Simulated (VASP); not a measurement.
Consider the following.

```
CELL_PARAMETERS angstrom
     -1.57500     1.57500     1.57500
      1.57500    -1.57500     1.57500
      1.57500     1.57500    -1.57500
ATOMIC_POSITIONS crystal
  Mo 0.00000 0.00000 0.00000
```

Level of theory: revPBE GGA, VASP's PBE PAW potentials (set 64) (plane waves; VASP). Numerical set-up: 520 eV cut-off, 15×15×15 Γ-centred mesh, first-order Methfessel-Paxton smearing of 0.10 eV, potentials Mo_sv.

Energy and stress use the plane-wave basis of the starting cell.

**Question.** The ions, cell shape and volume are relaxed. Predict the relaxed structure.

**Answer.** 
```
CELL_PARAMETERS angstrom
     -1.58700     1.58700     1.58700
      1.58700    -1.58700     1.58700
      1.58700     1.58700    -1.58700
ATOMIC_POSITIONS crystal
  Mo 0.00000 0.00000 0.00000
```
Space group Im-3m (229), at a tolerance of 0.03 Å.

**Question.** How do energy and volume change from the first to the last step?

**Answer.** The energy (σ→0) changes by -6.7 meV/atom and the volume by +2.3 %, in 4 ionic steps.

The compound is Mo in the bcc structure. This run relaxes it. Symmetry was kept, so distortions that lower it aren't found.
